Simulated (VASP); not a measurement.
Here is a VASP 6.6.1 calculation.

INCAR

```
  ALGO = Normal
  EDIFF = 1E-6
  ENCUT = 520
  ISIF = 2
  ISMEAR = 0
  KPAR = 8
  LASPH = True
  LCHARG = False
  LMIXTAU = True
  LREAL = False
  LWAVE = False
  METAGGA = R2SCAN
  NELM = 150
  PREC = Accurate
  SIGMA = 0.1
```

KPOINTS

```
k-points
0
Gamma
  4 8 5
```

File POSCAR:

```
NbWS4
1.0
   13.4164600000      0.0000000000      0.0000000000
    0.0000000000      3.2706300000      0.0000000000
    0.0000000000      0.0000000000      5.6821900000
Nb W S
2 2 8
Direct
    0.7500000000      0.0000000000      0.6715460000
    0.2500000000      0.0000000000      0.3284540000
    0.7500000000      0.5000000000      0.1625040000
    0.2500000000      0.5000000000      0.8374960000
    0.8646490000      0.0000000000      0.3276980000
    0.6353510000      0.0000000000      0.3276980000
    0.8671780000      0.5000000000      0.8382190000
    0.6328220000      0.5000000000      0.8382190000
    0.3646490000      0.0000000000      0.6723020000
    0.1353510000      0.0000000000      0.6723020000
    0.3671780000      0.5000000000      0.1617810000
    0.1328220000      0.5000000000      0.1617810000
```

Potentials or basis: VASP PAW PBE potentials, release 64 (Nb_sv, W_sv, S).

Launch:

```console
$ cat potpaw_PBE.64/Nb_sv/POTCAR potpaw_PBE.64/W_sv/POTCAR potpaw_PBE.64/S/POTCAR > POTCAR
$ mpirun -np 8 vasp_std > vasp.out
```

Predict the pressure.

-0.7 GPa.

What does it give for the largest force?

0.153 eV/Å.

Stress tensor (GPa, compression positive):
```
-1.76  0.00  0.00
 0.00 -0.18  0.00
 0.00  0.00 -0.29
```

Caveat: the PAW data sets were made with another functional, which shifts forces and pressure a little. The run has no spin-orbit coupling, so splittings on W are missing.
